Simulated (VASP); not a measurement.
A convergence study with VASP on RbCl (space group no. 225 when undisturbed): a few settings are varied, all else stays as given below, so the limit is that of these other settings. One atom is moved off its site, so that forces are finite.

```
RbCl
1.0
    0.00000     3.27355     3.27355
    3.27355     0.00000     3.27355
    3.27355     3.27355     0.00000
Rb Cl
1 1
Direct
  0.00764   0.00764   0.99236
  0.50000   0.50000   0.50000
```

The numbers are results of PBE GGA, VASP's PBE PAW potentials (set 64) (plane waves; VASP), not measurements. The last row used: 300 eV cut-off, 17×17×17 Γ-centred mesh shifted by (0.5, 0.5, 0.5), Fermi-Dirac smearing of 0.010 eV, potentials Rb_sv Cl.

Gaps are read on the run's mesh, which can miss a band edge.

| setting | E (eV/atom) | pressure (GPa) | gap on the mesh (eV) | irreducible k-points |
|---|---|---|---|---|
| 2×2×2 mesh | -3.3347 | 0.87 | 6.517 | 3 |
| 3×3×3 mesh | -3.3281 | 1.01 | 5.771 | 10 |
| 4×4×4 mesh | -3.3279 | 1.01 | 5.471 | 20 |
| 5×5×5 mesh | -3.3279 | 1.01 | 5.325 | 39 |
| 6×6×6 mesh | -3.3279 | 1.01 | 5.242 | 63 |
| 7×7×7 mesh | -3.3279 | 1.01 | 5.192 | 100 |
| 8×8×8 mesh | -3.3279 | 1.01 | 5.159 | 144 |
| 9×9×9 mesh | -3.3279 | 1.01 | … | 205 |
| 10×10×10 mesh | -3.3279 | 1.01 | 5.120 | 275 |
| 11×11×11 mesh | -3.3278 | 1.01 | … | 366 |
| 13×13×13 mesh | -3.3278 | 1.01 | 5.091 | 595 |
| 14×14×14 mesh | -3.3278 | 1.01 | 5.085 | 735 |
| 15×15×15 mesh | -3.3279 | 1.01 | 5.080 | 904 |
| 17×17×17 mesh | -3.3279 | 1.01 | 5.073 | 1305 |

Problem. What belongs in the gaps?

Solution. 
- 9×9×9 mesh, gap on the mesh (eV): 5.136
- 11×11×11 mesh, gap on the mesh (eV): 5.107

Left out are rungs that failed or repeat a setting and relaxations that didn't move; long series are thinned to 24 rows.

The structure is a typed RbCl crystal (space group no. 225). The cell was not relaxed at this level, it is distorted from the ideal structure.
